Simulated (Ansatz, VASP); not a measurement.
**InSn6Sb in two plane-wave programs**

Aim: how closely do two programs agree when they are given the same cell, functional and k mesh? The cell is generated by rule, not measured, and may not be a known phase. The cell is taken from a series of runs on this material, whose earlier steps may have relaxed, scaled, displaced or heated it; both programs get it as it stands.

Method: plane waves, with VASP 6.6.1 beside it; PBE, in Ansatz 0.2.0.

The structure was built from a prototype and need not be the compound's stable phase.

**1. The starting structure**

Symmetry: Pmm2, No. 25, orthorhombic system. The conventional cell has a = 4.707 Å, b = 4.726 Å, c = 13.319 Å, α = 90.00°, β = 90.00°, γ = 90.00°. Nearest to In lie 2 Sn at 2.85 Å and 2 Sb at 2.91 Å. Sb has 2 In at 2.91 Å and 2 Sn at 2.92 Å nearest. Nearest to Sn lie 2 Sn at 2.88 Å and 2 Sb at 2.92 Å. Nearest to Sn lie 4 Sn at 2.88 Å. Nearest to Sn lie 4 Sn at 2.88 to 2.89 Å. Nearest to Sn lie 4 Sn at 2.89 Å. Farther neighbours are not listed.

As a file:

```
In Sb Sn
1.0
     3.34180    3.34180    0.00000
    -3.32832    3.32832    0.00000
     0.00000    0.00000   13.31942
In Sb Sn
1 1 6
Direct
  0.00000 0.00000 0.99532
  0.50000 0.00000 0.12268
  0.50000 0.50000 0.25230
  0.00000 0.50000 0.37622
  0.00000 0.00000 0.50131
  0.50000 0.00000 0.62558
  0.50000 0.50000 0.75157
  0.00000 0.50000 0.87503
```

**2. VASP: relaxation of cell and atoms, PBE, pair 1**

The relaxed volume is the usual yardstick between codes: in a stiff, nearly cubic crystal its relative difference is about their pressure difference at one cell divided by the bulk modulus.

Lines of VASP's logs that name or quote its potential files are left out, and so is its time.

INCAR

```
SYSTEM = InSn6Sb
PREC = Accurate
ENCUT = 500
EDIFF = 1E-07
NELM = 120
ISMEAR = 0
SIGMA = 0.1
LREAL = .FALSE.
ALGO = Normal
GGA = PE
NBANDS = 63
LORBIT = 11
LWAVE = .FALSE.
LCHARG = .FALSE.
ISIF = 3
IBRION = 2
NSW = 80
EDIFFG = -0.005
LASPH = .TRUE.
GGA_COMPAT = .FALSE.
NELMIN = 4
KPAR = 2
```

POSCAR

```
InSn6Sb
1.0
    3.3417960000      3.3417960000      0.0000000000
   -3.3283250000      3.3283250000      0.0000000000
    0.0000000000      0.0000000000     13.3194210000
In Sb Sn
1 1 6
Direct
    0.0000000000      0.0000000000      0.9953241961
    0.5000000000      0.0000000000      0.1226762785
    0.5000000000      0.5000000000      0.2522976787
    0.0000000000      0.5000000000      0.3762186059
    0.0000000000      0.0000000000      0.5013061754
    0.5000000000      0.0000000000      0.6255753910
    0.5000000000      0.5000000000      0.7515723093
    0.0000000000      0.5000000000      0.8750292524
```

KPOINTS

```
Automatic mesh
0
Gamma
6 6 4
0 0 0
```

PAW data sets: In_d, Sb and Sn_d (PBE family, release 64).

Run with:

```console
> mpirun -np 2 vasp_std
```

Numbers of over 12 decimals in the logs are rounded to 6 here.

The program printed:

```text
[banner, memory and clock lines left out]
running    2 mpi-ranks, on    1 nodes
 distrk:  each k-point on    1 cores,    2 groups
 distr:  one band on    1 cores,    1 groups

 POSCAR found type information on POSCAR InSbSn
 POSCAR found :  3 types and       8 ions
 LDA part: xc-table for (Slater+PW92), standard interpolation
 POSCAR, INCAR and KPOINTS ok, starting setup
 FFT: planning ... GRIDC
 FFT: planning ... GRID_SOFT
 FFT: planning ... GRID
 WAVECAR not read
 entering main loop
       N       E                     dE             d eps       ncg     rms          rms(c)
DAV:   1     0.112834494416E+04    0.11283E+04   -0.47543E+04  6409   0.210E+03
DAV:   2     0.162979707591E+03   -0.96537E+03   -0.94439E+03  6048   0.623E+02
DAV:   3    -0.176036604087E+02   -0.18058E+03   -0.17680E+03  6631   0.227E+02
DAV:   4    -0.295687004043E+02   -0.11965E+02   -0.11868E+02  7005   0.639E+01
DAV:   5    -0.299647894515E+02   -0.39609E+00   -0.39583E+00  8460   0.120E+01    0.627E+00
DAV:   6    -0.297774849014E+02    0.18730E+00   -0.27143E-01  8284   0.110E+01    0.358E+00
DAV:   7    -0.297307064398E+02    0.46778E-01   -0.34225E-01  7099   0.451E+00    0.666E-01
DAV:   8    -0.297372912887E+02   -0.65848E-02   -0.57404E-02  6877   0.301E+00    0.373E-01
DAV:   9    -0.297400158415E+02   -0.27246E-02   -0.91339E-03  8580   0.718E-01    0.194E-01
DAV:  10    -0.297415683948E+02   -0.15526E-02   -0.20922E-03  6539   0.292E-01    0.418E-02
DAV:  11    -0.297417611724E+02   -0.19278E-03   -0.22013E-04  8135   0.134E-01    0.222E-02
DAV:  12    -0.297418576640E+02   -0.96492E-04   -0.12010E-04  6721   0.558E-02    0.712E-03
DAV:  13    -0.297418718663E+02   -0.14202E-04   -0.19494E-05  6933   0.368E-02    0.348E-03
DAV:  14    -0.297418744742E+02   -0.26078E-05   -0.39664E-06  7599   0.101E-02    0.110E-03
DAV:  15    -0.297418747462E+02   -0.27202E-06   -0.45448E-07  5709   0.556E-03    0.694E-04
DAV:  16    -0.297418747976E+02   -0.51434E-07   -0.52042E-08  3878   0.220E-03
   1 F= -.29741875E+02 E0= -.29737689E+02  d E =-.297419E+02
[...]
2 F= -.29742135E+02 E0= -.29737984E+02  d E =-.260526E-03
[...]
3 F= -.29742192E+02 E0= -.29738065E+02  d E =-.317525E-03
[...]
4 F= -.29742299E+02 E0= -.29738163E+02  d E =-.107092E-03
[...]
5 F= -.29742307E+02 E0= -.29738166E+02  d E =-.114208E-03
 curvature:  -1.03 expect dE=-0.182E-04 dE for cont linesearch -0.376E-08
 trial: gam= 0.17333 g(F)=  0.124E-04 g(S)=  0.536E-05 ort =-0.865E-06 (trialstep = 0.121E+01)
 search vector abs. value=  0.236E-04
 bond charge predicted
       N       E                     dE             d eps       ncg     rms          rms(c)
DAV:   1    -0.297423680349E+02   -0.61565E-04   -0.55971E-03  6916   0.332E-01    0.510E-02
DAV:   2    -0.297423465249E+02    0.21510E-04   -0.28471E-04  8659   0.150E-01    0.301E-02
DAV:   3    -0.297423223478E+02    0.24177E-04   -0.24022E-05  9525   0.509E-02    0.935E-03
DAV:   4    -0.297423209870E+02    0.13609E-05   -0.16375E-05  7013   0.228E-02    0.314E-03
DAV:   5    -0.297423205288E+02    0.45820E-06   -0.17531E-06  6882   0.114E-02    0.174E-03
DAV:   6    -0.297423203833E+02    0.14544E-06   -0.63359E-08  3612   0.283E-03    0.457E-04
DAV:   7    -0.297423204523E+02   -0.68985E-07   -0.25530E-08  3535   0.178E-03
   6 F= -.29742320E+02 E0= -.29738184E+02  d E =-.139217E-04
 trial-energy change:   -0.000014  1 .order   -0.000014   -0.000021   -0.000006
 step:   1.7345(harm=  1.7345)  dis= 0.00075  next Energy=   -29.742322 (dE=-0.153E-04)
 reached required accuracy - stopping structural energy minimisation
```

OUTCAR, selected parts (step 2):

```text
ion  position               nearest neighbor table
   1  0.000  0.000  0.995-   8 2.85   8 2.85   2 2.91   2 2.91
   2  0.500  0.000  0.123-   1 2.91   1 2.91   3 2.92   3 2.92
   3  0.500  0.500  0.252-   4 2.88   4 2.88   2 2.92   2 2.92
   4  0.000  0.500  0.376-   3 2.88   3 2.88   5 2.88   5 2.88
   5  0.000  0.000  0.501-   4 2.88   4 2.88   6 2.89   6 2.89
   6  0.500  0.000  0.626-   5 2.89   5 2.89   7 2.89   7 2.89
   7  0.500  0.500  0.752-   8 2.88   8 2.88   6 2.89   6 2.89
   8  0.000  0.500  0.875-   1 2.85   1 2.85   7 2.88   7 2.88

  LATTYP: Found a simple orthorhombic cell.
 ALAT       =     4.7069623550
 B/A-ratio  =     1.0040473812
 C/A-ratio  =     2.8297275388

 Subroutine GETGRP returns: Found  4 space group operations
 (whereof  4 operations were pure point group operations)

The static configuration has the point symmetry C_2v.

 Found     48 irreducible k-points:

   k-points           NKPTS =     48   k-points in BZ     NKDIM =     48   number of bands    NBANDS=     63

   dimension x,y,z NGX =    36 NGY =   36 NGZ =   98
   dimension x,y,z NGXF=    72 NGYF=   72 NGZF=  196

   ENCUT  =  500.0 eV  36.75 Ry    6.06 a.u.   8.62  8.58 24.28*2*pi/ulx,y,z

   NELECT =     102.0000    total number of electrons

 k-points in reciprocal lattice and weights: Automatic mesh
   0.00000000  0.00000000  0.00000000       0.007
   0.16666667  0.00000000  0.00000000       0.014
   0.33333333  0.00000000  0.00000000       0.014
   0.50000000  0.00000000  0.00000000       0.007
   0.00000000  0.16666667  0.00000000       0.014
   0.16666667  0.16666667  0.00000000       0.028
   0.33333333  0.16666667  0.00000000       0.028
   0.50000000  0.16666667  0.00000000       0.014
   0.00000000  0.33333333  0.00000000       0.014
[...]
0.33333333  0.50000000  0.50000000       0.014
   0.50000000  0.50000000  0.50000000       0.007

 average (electrostatic) potential at core
       1 -96.5341       2 -88.0258       3-102.5501       4-102.3476       5-102.2893
       6-102.2446       7-102.1717       8-101.9987

 E-fermi :   4.7582

 k-point     1 :       0.0000    0.0000    0.0000
  band No.  band energies     occupation
    ...
     47       3.3942      2.00000
     48       3.5897      2.00000
     49       3.6208      2.00000
     50       4.6907      1.66032
     51       4.7313      1.29574
     52       5.0639      0.00002
     53       5.5015      0.00000
     54       5.6139      0.00000
     55       5.8327      0.00000
     56       5.9633      0.00000
    ...

 k-point     2 :       0.1667    0.0000    0.0000
  band No.  band energies     occupation
    ...
     46       3.0129      2.00000
     47       3.1421      2.00000
     48       3.1878      2.00000
     49       3.6821      2.00000
     50       4.1394      2.00000
     51       4.9624      0.00387
     52       5.1584      0.00000
     53       5.7832      0.00000
     54       6.0477      0.00000
     55       6.5957      0.00000
    ...

 k-point     3 :       0.3333    0.0000    0.0000
  band No.  band energies     occupation
    ...
     47       3.2950      2.00000
     48       3.3671      2.00000
     49       3.3850      2.00000
     50       3.8474      2.00000
     51       4.7071      1.52943
     52       5.0219      0.00019
     53       5.4584      0.00000
     54       5.7977      0.00000
     55       6.4874      0.00000
     56       7.3418      0.00000
    ...

  Total       -0.0047206     -0.0047206     -0.0107451     -0.0028651      0.0000000      0.0000000
  in kB       -0.0255374     -0.0255374     -0.0581284     -0.0154997      0.0000000      0.0000000
  external PRESSURE =      -0.0364011 kB  Pullay stress =       0.0000000 kB

  energy-cutoff  :      500.00
  volume of cell :      296.16
      direct lattice vectors                 reciprocal lattice vectors
     3.345572831  3.345572831  0.000000000     0.149451238  0.149451238  0.000000000
    -3.333525803  3.333525803  0.000000000    -0.149991339  0.149991339  0.000000000
     0.000000000  0.000000000 13.277836732     0.000000000  0.000000000  0.075313473

 POSITION                                       TOTAL-FORCE (eV/Angst)
 -----------------------------------------------------------------------------------
     -0.00000      0.00000     13.21857         0.000000     -0.000000     -0.001509
      1.67279      1.67279      1.62989         0.000000     -0.000000     -0.000517
      0.00602      3.33955      3.34889         0.000000     -0.000000      0.003906
     -1.66676      1.66676      4.99546         0.000000     -0.000000     -0.001673
      3.34557      3.34557      6.65658        -0.000000      0.000000     -0.001630
      1.67279      1.67279      8.30490        -0.000000      0.000000     -0.001419
      0.00602      3.33955      9.97940         0.000000     -0.000000     -0.001792
      1.67881      5.01234     11.61656         0.000000     -0.000000      0.004634
 -----------------------------------------------------------------------------------
    total drift:                               -0.000000      0.000000      0.000303

  FREE ENERGIE OF THE ION-ELECTRON SYSTEM (eV)
  ---------------------------------------------------
  free  energy   TOTEN  =       -29.7423204523 eV

  energy  without entropy=      -29.7340481663  energy(sigma->0) =      -29.73818431

 reached required accuracy - stopping structural energy minimisation

 total charge
# of ion       s       p       d       tot
------------------------------------------
    1        0.904   0.656   9.849  11.410
    2        1.161   1.251   0.019   2.431
    3        1.191   1.083   9.967  12.241
    4        1.179   1.143   9.960  12.281
    5        1.177   1.141   9.960  12.278
    6        1.181   1.130   9.960  12.271
    7        1.176   1.136   9.960  12.272
    8        1.179   1.162   9.954  12.295
--------------------------------------------------
tot          9.148   8.703  69.629  87.479

[... 3 further parts left out ...]
```

CONTCAR:

```
InSn6Sb
   1.00000000000000
     3.3455728308991941    3.3455728308991941    0.0000000000000000
    -3.3335258033243287    3.3335258033243287    0.0000000000000000
     0.0000000000000000    0.0000000000000000   13.2778367315034718
  In              Sb              Sn
     1     1     6
Direct
     0.0000000000000000    0.0000000000000000    0.9955362975824461
     0.5000000000000000    0.0000000000000000    0.1227528357590112
     0.5000000000000000    0.5000000000000000    0.2522165709032376
     0.0000000000000000    0.5000000000000000    0.3762257885488751
     1.0000000000000000    0.0000000000000000    0.5013299296331053
     0.5000000000000000    0.0000000000000000    0.6254711585338103
     0.5000000000000000    0.5000000000000000    0.7515835510478833
     1.0000000000000000    0.5000000000000000    0.8748837552916375
```

The run keeps the 4 symmetry operations of its start, so it cannot find a distortion of lower symmetry.

**3. Ansatz: relaxation of cell and atoms, PBE, pair 1**

Ansatz runs on its default PAW (the set named soft_2) files.

The same cell, functional, mesh and smearing now go to Ansatz, which takes its cutoff from its data sets.

input.yaml

```yaml
crystal:
  lattice:
    - [3.3417961127, 3.3417961127, 0.0]
    - [-3.3283253384, 3.3283253384, 0.0]
    - [0.0, 0.0, 13.3194205275]
  atoms:
    - { symbol: In, position: [0.0, 0.0, -0.0046758283] }
    - { symbol: Sb, position: [0.5, 0.0, 0.1226762786] }
    - { symbol: Sn, position: [0.5, 0.5, 0.2522976887] }
    - { symbol: Sn, position: [1.0, 0.5, 0.3762186166] }
    - { symbol: Sn, position: [0.0, 0.0, 0.5013061808] }
    - { symbol: Sn, position: [0.5, 0.0, 0.6255754274] }
    - { symbol: Sn, position: [0.5, 0.5, 0.75157232] }
    - { symbol: Sn, position: [1.0, 0.5, 0.8750293163] }
kpoints:
  mp_grid: { grid: [6, 6, 4] }
hamiltonian:
  xc: pbe
scf:
  occupations: { method: gaussian, width: 0.1 }
output:
  forces: true
  stress: true
  eigenvalues: true
  write_density: true
  write_potential: true
  elf: true
  volumetric_format: npy
relax:
  adjacent_minimum: "off"
  f_tol: 0.005
  max_steps: 80
  cell: { stress_tol: 0.05 }
```

Run with:

```console
> ansatz run input.yaml --threads 8 --pin off --max-ram 14336MiB --backend cpu --events-out ev --progress --plain --runs-dir out
```

The program printed:

```text
Engine: ansatz 0.2.0, aarch64-unknown-linux-gnu
Pseudopotentials: kind: paw
Pseudopotential: In, paw, valence charge 13, recommended cutoff 420 eV (normal), In.paw.azcp
Pseudopotential: Sb, paw, valence charge 15, recommended cutoff 420 eV (normal), Sb.paw.azcp
Pseudopotential: Sn, paw, valence charge 14, recommended cutoff 420 eV (normal), Sn.paw.azcp
Functional definition: PBE
  parameter kappa = 0.804
  parameter beta = 0.066725
  exchange = pbe_x(kappa = kappa, mu = beta*pi^2/3)
  correlation = pbe_c(beta = beta)
Crystal: 8 atoms, lattice volume = 296.293 Å³
Basis set: ecut = 420 eV, 5757 PW (Γ), exchange–correlation on 64×64×180 points (8 copies of the dense FFT grid, shifted against one another)
Bands: 68, of which v1, the nominal top of the filled ones, is band 56 counted from 1 (55 counted from 0)
Symmetry: 4 space group operations
Space group: Pmm2 (ITA 25), of the structure as read, at distance tolerance 6.7e-5 Å
k-points: 48 of 144 (time reversal used)
Non-local potential: In, projectors of the file, l = 0: 2, l = 1: 2, l = 2: 2, l = 3: 2
Non-local potential: Sb, projectors of the file, l = 0: 2, l = 1: 2, l = 2: 2, l = 3: 2
Non-local potential: Sn, projectors of the file, l = 0: 2, l = 1: 2, l = 2: 2, l = 3: 2
PAW form: soft (Blöchl's): semilocal exchange-correlation on the pseudo side does not see the compensation charge
PAW one-centre angular grid: In, 590 points (default); XC on 64 Gauss nodes
PAW one-centre angular grid: Sb, 590 points (default); XC on 64 Gauss nodes
PAW one-centre angular grid: Sn, 590 points (default); XC on 64 Gauss nodes
Initial density: superposition of atomic densities (neutral atoms: chi_scale 0, normalization atom), corrected by the library's trained network
Initial wavefunctions: pseudopotential atomic-orbital guess
Functional: x = pbe(κ = 0.804, μ = 0.219515), c = pbe(β = 0.066725)
SCF iter   1: F=—  HF=-48227.583250 eV  |F-HF|=—  |Δ(HF+E_count)|=         —  Δρ=1.38e-3  dr2=3.82e-2  ethr=1.77e-3  ⟨swp⟩=6.5  Hψ=13019  notcnv=0  defer=1
preconditioner: auto → LDOS  [metal: Δε(μ)=0.021 eV  Ē_g=18.101 eV  σ=0.100 eV  W_gap=0.12  n_scr=64 (ndim 8)  ℏωp=21.8 eV  f_vac=0.119  D(μ)=1.63/eV (n_scr^D=4)  β→1.0]
SCF iter   2: F=—  HF=-48227.577329 eV  |F-HF|=—  |Δ(HF+E_count)|=   5.92e-3  Δρ=9.15e-4  dr2=1.94e-2  ethr=3.41e-5  ⟨swp⟩=2.9  Hψ=6297  notcnv=0  defer=45
SCF iter   3: F=—  HF=-48227.574748 eV  |F-HF|=—  |Δ(HF+E_count)|=   2.58e-3  Δρ=2.13e-4  dr2=5.25e-4  ethr=1.73e-5  ⟨swp⟩=2.1  Hψ=3757  notcnv=0  defer=45
SCF iter   4: F=—  HF=-48227.574753 eV  |F-HF|=—  |Δ(HF+E_count)|=   4.78e-6  Δρ=8.16e-5  dr2=3.34e-5  ethr=4.69e-7  ⟨swp⟩=2.0  Hψ=5497  notcnv=0  defer=45
SCF iter   5: F=—  HF=-48227.574800 eV  |F-HF|=—  |Δ(HF+E_count)|=   4.74e-5  Δρ=1.90e-5  dr2=1.74e-6  ethr=2.98e-8  ⟨swp⟩=2.0  Hψ=5603  notcnv=0  defer=34
SCF iter   6: F=—  HF=-48227.574802 eV  |F-HF|=—  |Δ(HF+E_count)|=   1.48e-6  Δρ=5.87e-6  dr2=1.77e-7  ethr=1.56e-9  ⟨swp⟩=2.0  Hψ=5753  notcnv=0  defer=33
SCF iter   7: F=-48227.574802 eV  HF=-48227.574802 eV  |F-HF|=4.04e-9  |Δ(HF+E_count)|=   6.40e-8  Δρ=1.78e-6  dr2=1.64e-8  ethr=8.93e-11  ⟨swp⟩=16.1  Hψ=25914  notcnv=0
SCF 1 converged in 7 iterations: F = -48227.574802 eV  dr2 = 1.64e-8
  greatest PAW one-centre occupation: 0.995 electrons in one spin orbital (limit 2), on the Sb atom at site 1 (counted from 0), in its partial waves of l = 2
relax step   1: F+E_penalty+E_count = -48227.57480172 eV  Δ(F+E_penalty+E_count) = +0.000e0 eV  max|allowed force component| = 2.741e-2 eV/Å  Δτ_max = 0.0000 Å  P = +0.014 GPa  Ω = 296.293 Å³  (7 SCF iters, dr2 threshold 1.00e-7 eV, accepted)
[...]
relax step   4: F+E_penalty+E_count = -48227.57523691 eV  Δ(F+E_penalty+E_count) = -1.452e-5 eV  max|allowed force component| = 3.573e-3 eV/Å  Δτ_max = 0.0014 Å  P = +0.004 GPa  Ω = 296.381 Å³  energy of the carried Pulay correction = -1.345e-5 eV  (6 SCF iters, accepted)
[...]
relax step   5: F+E_penalty+E_count = -48227.57524639 eV  Δ(F+E_penalty+E_count) = -9.480e-6 eV  max|allowed force component| = 3.577e-3 eV/Å  Δτ_max = 0.0000 Å  P = +0.004 GPa  Ω = 296.381 Å³  stress off target by 7.88e-3 GPa  SCF on the basis re-selected at this cell (its energy is not comparable with the rows above)  (5 SCF iters)
basis re-selected at this cell: Δ(F+E_penalty+E_count) = -9.480e-6 eV, ΔP = -0.000 GPa vs the last step (what re-selecting the basis moved, of the pressure what is left beyond the Pulay correction that the steps carried, after the strain that the cell walked since its last selection, with what the two solves' SCF thresholds leave and, on support functions, any second-order correction that the steps lacked; it is no m [...]
SCF converged after 5 iterations
Free energy (F): -48227.575246 eV
Harris-Foulkes:  -48227.575246 eV  (|F-HF|=9.46e-11)
Internal energy: -48227.566946 eV  (E = F + TS)
E sigma→0 (E₀):  -48227.571096 eV
Entropy (-TS):   -0.008300 eV (-1.037 meV/atom)
Fermi energy:    6.793282 eV
--- Per-component energies (eV) ---
  E_band       = -1100.842941
  E_kinetic    = 1567.417102
  E_local      = -10508.863483  (includes V_loc(G=0)·N_el)
  E_nonlocal   = 536.422935
  E_hartree    = 5505.347438
  E_xc         = -2643.657270
  E_vxc        = -765.129135  (∫ρ·V_xc dr)
  E_paw        = -33555.136902  (= ΣΔE_a)
  E_vpaw       = -2941.384890  (= ΣTr[D̂ρ^β])
  E_aug_tail   = 0.000021  (compensation charges beyond the density's cutoff)
  E_ewald      = -9129.096787
  E_smearing   = -0.008300  (= −TS)
  E_closure    = 0.000000  (closes the sum)
  Σ components = -48227.575246   (vs F -48227.575246, Δ=0.00e0)
--- Forces (eV/Å), atoms counted from 1 ---
  atom   1  In    -0.00000000    -0.00000000    -0.00357678
  atom   2  Sb    -0.00000000     0.00000000     0.00235228
  atom   3  Sn    -0.00000000    -0.00000000     0.00198280
  atom   4  Sn     0.00000000     0.00000000    -0.00174334
  atom   5  Sn     0.00000000    -0.00000000     0.00167654
  atom   6  Sn    -0.00000000     0.00000000    -0.00143624
  atom   7  Sn     0.00000000    -0.00000000     0.00147294
  atom   8  Sn    -0.00000000     0.00000000    -0.00072718
  max |Σ_I F_I| component: 1.01e-6 eV/Å
--- Stress (GPa, compression-positive) ---
        0.004481      -0.003394       0.000000
       -0.003394       0.004481      -0.000000
        0.000000      -0.000000       0.002274
  P = ⅓ Tr σ = 0.0037 GPa (0.037 kbar)
--- Band table (eV; the first three rows and the last of 48) ---
  k-point 0: bands = [... 52 lower, 5.6259, 5.6550, 6.7223, 6.7652, 7.0976, 7.5397, 7.6497, 7.8704, ... 8 higher]
  k-point 1: bands = [... 52 lower, 5.7284, 5.7989, 6.5837, 6.9206, 7.0917, 7.5053, 7.6453, 7.9352, ... 8 higher]
  k-point 2: bands = [... 52 lower, 5.9836, 6.0801, 6.2637, 6.7215, 7.3379, 7.4467, 7.8486, 7.9942, ... 8 higher]
  k-point 47: bands = [... 52 lower, 4.3257, 4.4022, 4.6042, 4.7735, 8.0726, 8.2991, 8.4928, 8.4950, ... 8 higher]
--- Relaxed structure (4 steps of the walk, 4 accepted, 1 SCFs on fresh bases) ---
  F+E_penalty+E_count = -48227.57524639 eV   max|allowed force component| = 3.577e-3 eV/Å   (the final SCF, on the basis selected at the relaxed cell)
  cell:  # Å, volume = 296.3813 Å³
    - [3.346775, 3.346775, 0]
    - [-3.334019, 3.334019, 0]
    - [0.0, 0, 13.280863]
  atoms:
    - { symbol: In, position: [0, 0, -0.00439702] }
    - { symbol: Sb, position: [0.5, 0, 0.122794] }
    - { symbol: Sn, position: [0.500000, 0.500000, 0.252199] }
    - { symbol: Sn, position: [1.0, 0.500000, 0.376176] }
    - { symbol: Sn, position: [0, 0, 0.501273] }
    - { symbol: Sn, position: [0.5, 0, 0.625429] }
    - { symbol: Sn, position: [0.500000, 0.500000, 0.751583] }
    - { symbol: Sn, position: [1.0, 0.500000, 0.874942] }
```

[end of part 1 of 2]

[Lines on the potential files, build, host, timing and source positions are cut from VASP's logs without a mark.]

[Logs are printed without paths, hosts, clocks, repeated set-up lines and the standing remarks that a program may print on its own settings, such as how far it seeks lower states.]

[Hosts, paths, dates, database ids (printed as entryN), source tags and the programs' standing remarks are cut or masked in the printed files.]
